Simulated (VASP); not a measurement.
These are PBEsol GGA, VASP's PBE PAW potentials (set 64) (plane waves; VASP 6.6.1) values and carry that method's errors.

VASP input:

### INCAR
```
# general
SYSTEM = Li2O
PREC   = Accurate
ENCUT  = 650   # plane-wave cut-off (eV)
LREAL  = .FALSE.   # projection in real space or not
LASPH  = .TRUE.   # aspherical one-centre terms

# electronic loop
EDIFF  = 1E-7   # SCF stop (eV)
NELM   = 100   # most electronic steps
ALGO   = Normal   # blocked Davidson

# smearing
ISMEAR = 0
SIGMA  = 0.05

# functional
GGA    = PS   # PBEsol

# ions
IBRION = 6
NSW    = 1
ISIF   = 3   # ions, shape and volume
POTIM  = 0.015   # step
NFREE  = 2

# output
LWAVE  = .FALSE.
LCHARG = .FALSE.
```

POSCAR:
```
Li2O
4.584510
  0.0000000000   0.4999999579   0.4999999579
  0.4999999579   0.0000000000   0.4999999579
  0.4999999579   0.4999999579   0.0000000000
Li O
2 1
Direct
  0.2500000000   0.2500000000   0.2500000000
  0.7500000000   0.7500000000   0.7500000000
  0.0000000000   0.0000000000   0.0000000000
```

**KPOINTS**
```
Automatic
0
Gamma
 9 9 9
0 0 0
```

POTCAR, in this order: Li_sv O (PBE.64 set). Program: vasp_std.

The resulting files:

OUTCAR:
```


 TOTAL ELASTIC MODULI (kBar)
 Direction    XX          YY          ZZ          XY          YZ          ZX
 --------------------------------------------------------------------------------
 XX        2096.4431    208.1847    208.1847      0.0000     -0.0000     -0.0000
 YY         208.1847   2096.4431    208.1847      0.0000      0.0000      0.0000
 ZZ         208.1847    208.1847   2096.4431     -0.0000      0.0000      0.0000
 XY           0.0000      0.0000     -0.0000    599.6807      0.0000      0.0000
 YZ          -0.0000      0.0000      0.0000      0.0000    599.6807      0.0000
 ZX          -0.0000      0.0000      0.0000      0.0000      0.0000    599.6807
 --------------------------------------------------------------------------------
```
(Selected blocks of OUTCAR.)

The compound is Li2O in the antifluorite structure. It was relaxed first.
